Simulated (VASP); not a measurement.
Output of a VASP run:

**OSZICAR**
```
       N       E                     dE             d eps       ncg     rms          rms(c)
DAV:   1     0.126660723215E+03    0.12666E+03   -0.75964E+03   280   0.974E+02
DAV:   2    -0.763900864456E+00   -0.12742E+03   -0.12606E+03   310   0.296E+02
DAV:   3    -0.838450177231E+01   -0.76206E+01   -0.74435E+01   346   0.827E+01
DAV:   4    -0.854179633015E+01   -0.15729E+00   -0.15722E+00   356   0.143E+01
DAV:   5    -0.854429559017E+01   -0.24993E-02   -0.24992E-02   384   0.133E+00    0.595E+00
DAV:   6    -0.851582427971E+01    0.28471E-01   -0.81963E-02   408   0.204E+00    0.374E+00
DAV:   7    -0.851387333971E+01    0.19509E-02   -0.20189E-02   328   0.850E-01    0.460E-01
DAV:   8    -0.851333038636E+01    0.54295E-03   -0.34763E-03   342   0.489E-01    0.834E-02
DAV:   9    -0.851335722994E+01   -0.26844E-04   -0.33387E-04   310   0.131E-01    0.441E-02
DAV:  10    -0.851335709580E+01    0.13415E-06   -0.84538E-06   360   0.215E-02
   1 F= -.85133571E+01 E0= -.84911773E+01  d E =-.443595E-01
```

**OUTCAR**
```
------------------------ aborting loop because EDIFF is reached ----------------------------------------
  FORCE on cell =-STRESS in cart. coord.  units (eV):
  Direction    XX          YY          ZZ          XY          YZ          ZX
  --------------------------------------------------------------------------------------
  Total       -1.2978853     -1.2978853     -1.2978853      0.0000000     -0.0000000     -0.0000000
  in kB      -30.7110055    -30.7110055    -30.7110055      0.0000000     -0.0000000     -0.0000000
  external PRESSURE =     -30.7110055 kB  Pullay stress =       0.0000000 kB
  volume of cell :       67.71
      direct lattice vectors                 reciprocal lattice vectors
     0.000000000  3.235000000  3.235000000    -0.154559505  0.154559505  0.154559505
     3.235000000  0.000000000  3.235000000     0.154559505 -0.154559505  0.154559505
     3.235000000  3.235000000  0.000000000     0.154559505  0.154559505 -0.154559505
 POSITION                                       TOTAL-FORCE (eV/Angst)
 -----------------------------------------------------------------------------------
      0.00000      0.00000      0.00000        -0.000000     -0.000000      0.000000
      3.23500      3.23500      3.23500         0.000000      0.000000     -0.000000
 -----------------------------------------------------------------------------------
    total drift:                               -0.000000      0.000000      0.000000
  FREE ENERGIE OF THE ION-ELECTRON SYSTEM (eV)
  ---------------------------------------------------
  free  energy   TOTEN  =        -8.5133570958 eV

  energy  without entropy=       -8.4689975580  energy(sigma->0) =       -8.49117733
```
(Selected blocks of OUTCAR.)

POSCAR:
```
BiTe
1
    0.0000000000     3.2350000000     3.2350000000
    3.2350000000     0.0000000000     3.2350000000
    3.2350000000     3.2350000000     0.0000000000
Bi Te
1 1
Direct
  0.0000000000   0.0000000000   0.0000000000
  0.5000000000   0.5000000000   0.5000000000
```

Question: Reconstruct the remaining input files.

Answer: One answer among several that fit: the input of the run itself, LDA (Ceperley-Alder, Perdew-Zunger), plane waves, VASP's LDA PAW potentials (set 64).

**KPOINTS**
```
Automatic mesh
0
Gamma
5 5 5
0 0 0
```

INCAR:
```
SIGMA = 0.1   # width (eV)
LMAXMIX = 4
SYSTEM = BiTe
EDIFF = 1E-6   # SCF stop (eV)
LWAVE = .False.
ALGO = Normal   # blocked Davidson
ISIF = 2
LASPH = .True.   # aspherical one-centre terms
LCHARG = .False.
ISMEAR = -1   # Fermi-Dirac
PREC = Accurate
NELM = 100
LREAL = .False.
ENCUT = 300
```

POTCAR, in this order: Bi_d Te (LDA.64 set). Program: vasp_std.

At this cut-off the stress carries a Pulay error, which pulls relaxed volumes low.

The structure comes from a measured BiTe entry (Fm-3m) of the Crystallography Open Database, whose conditions weren't checked. The cell was not relaxed at this level. The k-mesh is coarse (spacing up to 0.34 per Å, 2π included), so the numbers may not be converged in it. The run is one of a series of settings (GGA removed, POTCAR Bi_d Te (LDA.64 set) against the base run), some of them coarse on purpose. The electron count is odd and the run is not spin-polarised, which forces a metal.
